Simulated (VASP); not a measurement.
Here is the system:

```
CELL_PARAMETERS angstrom
      1.25500    -2.17372     0.00000
      1.25500     2.17372     0.00000
      0.00000     0.00000     4.07000
ATOMIC_POSITIONS crystal
  Co 0.33333 0.66667 0.25000
  Co 0.66667 0.33333 0.75000
```
Starting moments (μB, in the order of the record's atoms Co Co): 1.8 1.8.

All values below come from PBE GGA, VASP's PBE PAW potentials (set 64) (plane waves; VASP). Settings: 400 eV cut-off, 15×15×8 Γ-centred mesh, first-order Methfessel-Paxton smearing of 0.10 eV, potentials Co.

Task: Give the stress tensor in GPa (positive for a compressed cell).

Result: 
```
-5.15   0.00   0.00
 0.00  -5.15   0.00
 0.00   0.00  -5.90
```
The pressure is its mean diagonal, -5.40 GPa.

The compound is Co in the hcp structure. The cell was not relaxed at this level.
